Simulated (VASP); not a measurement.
These are LDA (Ceperley-Alder, Perdew-Zunger) with spin-orbit coupling, VASP's LDA PAW potentials (set 64) (plane waves; VASP) values and carry that method's errors.

A VASP calculation is set up with these files.

POSCAR:
```
Re3B
7.2580
  0.1990906586  -0.6415679250   0.0000000000
  0.1990906586   0.6415679250   0.0000000000
  0.0000000000   0.0000000000   1.0000000000
B Re
2 6
Cart
  0.1990906586   0.3130851474   0.2500000000
  0.1990906586  -0.3130851474   0.7500000000
  0.1990906586  -0.0946954257   0.2500000000
  0.1990906586   0.0946954257   0.7500000000
  0.1990906586  -0.4689861532   0.0620000000
  0.1990906586   0.4689861532   0.5620000000
  0.1990906586   0.4689861532   0.9380000000
  0.1990906586  -0.4689861532   0.4380000000
```

File KPOINTS:
```
Automatic mesh
0
Gamma
5 5 2
0 0 0
```

### INCAR
```
ALGO = Normal
EDIFF = 1E-6
ENCUT = 400
GGA_COMPAT = F
ISIF = 2
ISMEAR = -1
LASPH = T
LCHARG = F
LMAXMIX = 6
LNONCOLLINEAR = T
LORBIT = 11
LREAL = F
LSORBIT = T
LWAVE = F
MAGMOM = 24*0.0
NELM = 100
PREC = Accurate
SIGMA = 0.1
SYSTEM = Re3B
```

POTCAR, in this order: B Re (LDA.64 set). Program: vasp_ncl.

At this cut-off the stress carries a Pulay error, which pulls relaxed volumes low.

Task: Predict the energy per atom (σ→0), pressure, largest force, band gap (on the k-mesh).

Result: 
```yaml
energy per atom (σ→0): -12.630 eV/atom
band gap (on the k-mesh): none (metal, semimetal or under 0.01 eV)
pressure: -4.24 GPa
largest_force: 0.360 eV/Å
```

OSZICAR:
```
...
DAV:  16    -0.101102572233E+03   -0.28371E-04   -0.28484E-04  1976   0.237E-02    0.107E-02
DAV:  17    -0.101102587563E+03   -0.15329E-04   -0.15137E-04  1896   0.129E-02    0.642E-03
DAV:  18    -0.101102596096E+03   -0.85335E-05   -0.83986E-05  1848   0.128E-02    0.483E-03
DAV:  19    -0.101102600846E+03   -0.47494E-05   -0.47439E-05  1728   0.960E-03    0.422E-03
DAV:  20    -0.101102603572E+03   -0.27263E-05   -0.27619E-05  1704   0.727E-03    0.311E-03
DAV:  21    -0.101102605218E+03   -0.16466E-05   -0.16324E-05  1696   0.644E-03    0.247E-03
DAV:  22    -0.101102606199E+03   -0.98044E-06   -0.98990E-06  1672   0.455E-03
   1 F= -.10110261E+03 E0= -.10104397E+03  d E =-.117264E+00  mag=    -0.0000    -0.0000    -0.0000
```

The structure comes from a measured Re3B entry of the Crystallography Open Database, whose conditions weren't checked. The cell was not relaxed at this level. The k-mesh is coarse (spacing up to 0.46 per Å, 2π included), so the numbers may not be converged in it. The run is one of a series of settings (GGA_COMPAT = .FALSE., LNONCOLLINEAR = .TRUE., LSORBIT = .TRUE., MAGMOM = 0.0 0.0 0.0 0.0 0.0 0.0 0.0 0.0 0.0 0.0 0.0 0.0 0.0 0.0 0.0 0.0 0.0 0.0 0.0 0.0 0.0 0.0 0.0 0.0, program vasp_ncl against the base run), some of them coarse on purpose.
